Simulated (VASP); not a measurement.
A VASP calculation is set up with these files.

### POSCAR
```
N
1.0
 -1.1984099760   1.1984099760   1.1984099760
  1.1984099760  -1.1984099760   1.1984099760
  1.1984099760   1.1984099760  -1.1984099760
N
1
Cartesian
  0.0000000000   0.0000000000   0.0000000000
```

INCAR:
```
! general
SYSTEM = N
PREC   = Accurate
ENCUT  = 520
LREAL  = .False.   ! projection in real space or not
LASPH  = .True.

! electronic loop
EDIFF  = 1E-6   ! SCF stop (eV)
NELM   = 100
ALGO   = Normal   ! blocked Davidson

! smearing
ISMEAR = 1
SIGMA  = 0.1

! functional
GGA    = PS   ! PBEsol

! ions
IBRION = 2
NSW    = 60   ! most ionic steps
ISIF   = 3
EDIFFG = -0.01

! output
LWAVE  = .False.
LCHARG = .False.
```

### KPOINTS
```
Automatic mesh
0
Gamma
19 19 19
0 0 0
```

POTCAR, in this order: N (PBE.64 set). Program: vasp_std.

Problem. Translate this PBEsol calculation to Ansatz.

Solution. One equivalent input (not run):
Ansatz 0.2 input:
```yaml
crystal:
  lattice:
    - [-1.1984100, 1.1984100, 1.1984100]
    - [1.1984100, -1.1984100, 1.1984100]
    - [1.1984100, 1.1984100, -1.1984100]
  atoms:
    - { symbol: N, position: [0.0000000, 0.0000000, 0.0000000] }
kpoints:
  mp_grid: { grid: [19, 19, 19] }
hamiltonian:
  xc: pbesol
  pseudopotentials: { kind: paw }
scf:
  occupations: { method: methfessel_paxton, width: 0.1 }
  max_iter: 100
relax:
  max_steps: 60
  f_tol: 0.01
  cell: {}
output: { forces: true, stress: true, eigenvalues: true }
```
Limits of the translation: each code has its own PAW files, so the cut-off isn't converted (ENCUT is set for VASP's; basis.ecutwfc is left out, and Ansatz then takes the one that its files recommend); Ansatz stops its SCF on the density residual and VASP on the energy change (EDIFF).

The structure was generated: N was put into the bcc type (Im-3m), which need not be its known phase. This run relaxes it. Symmetry was kept, so distortions that lower it aren't found. The start is the result of an earlier pass.
